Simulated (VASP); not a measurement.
Energy against volume of GaAs (zinc blende). Method: rev-vdW-DF2, VASP's PBE PAW potentials (set 64) (plane waves; VASP). Run with 520 eV cut-off, 8×8×8 Γ-centred mesh, Gaussian smearing of 0.050 eV, potentials Ga_d As.

```json
[
 {"V (Å³/atom)": "22.633", "E (eV/atom)": "-1.94907"},
 {"V (Å³/atom)": "23.333", "E (eV/atom)": "-1.95352"},
 {"V (Å³/atom)": "24.033", "E (eV/atom)": "-1.94980"},
 {"V (Å³/atom)": "24.733", "E (eV/atom)": "-1.93927"}
]
```

Q: Fit these four points and predict the energy of the run at 21.933 Å³/atom.

A: A cubic in V^(−2/3), the third-order Birch-Murnaghan form, passes through the four points with V0 = 23.34 Å³/atom and B0 = 62 GPa, and gives -1.9348 eV/atom there. The run gave -1.9347 eV/atom, +0.1 meV/atom from the fit; all five points give B0 = 62 GPa.

The compound is GaAs in the zinc blende structure. It was relaxed first.
